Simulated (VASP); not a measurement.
Set up this calculation in VASP 6.6.1, as the native input.

| Property | Result |
| --- | --- |
| Task | relaxation of the atoms |
| Functional | PBE |
| Potentials or basis | VASP PAW PBE potentials, release 64 (Ag, F) |
| Cutoff | 520 eV |
| k mesh | 9 × 7 × 1 |
| Occupations | fermi-dirac, width 0.05 eV |
| Spin | no spin polarisation |
| Dipole correction | yes |
| Atoms held fixed (from 0) | [0] |
| Further INCAR settings | LASPH = False; ALGO = Normal; EDIFF = 1e-06; IBRION = 2; EDIFFG = -0.02; NSW = 60 |

The structure of AgF lies in POSCAR:

```
AgF
1.0
    3.1221000000      0.0000000000      0.0000000000
    0.0000000000      4.1428800000      0.0000000000
    0.0000000000      0.0000000000     23.8000000000
Ag F
1 1
Selective dynamics
Direct
    0.0000000000      0.5000000000      0.2941200000  F F F
    0.0000000000      0.0000000000      0.2941200000  T T T
```

The cell was built by a generator and needn't be a form met in nature.

One way to write it, as run:

INCAR

```
SYSTEM = AgF
PREC = Accurate
ENCUT = 520
EDIFF = 1E-6
ISMEAR = -1
SIGMA = 0.05
LREAL = .False.
LASPH = .False.
NELM = 80
ALGO = Normal
ISIF = 2
LWAVE = .False.
LCHARG = .False.
LDIPOL = .True.
IDIPOL = 3
DIPOL = 0.5 0.5 0.294
GGA = PE
IBRION = 2
NSW = 60
EDIFFG = -0.02
```

KPOINTS

```
regular mesh
0
Gamma
  9 7 1
  0 0 0
```

Potentials or basis: VASP PAW PBE potentials, release 64 (Ag, F).

The run is started by

```console
$ cat potpaw_PBE.64/Ag/POTCAR potpaw_PBE.64/F/POTCAR > POTCAR
$ mpirun -np 1 vasp_std > vasp.out
```

It gave:

```
Band gap on the k mesh : 1.09 eV, indirect (least direct gap 3.20 eV)
```

Caveat: the relaxation stopped at its first step, so nothing moved.

Run time: 89 s on 1 thread of Intel(R) Xeon(R) Platinum 8488C (Sapphire Rapids), on a shared host, peak memory 0.4 GiB.
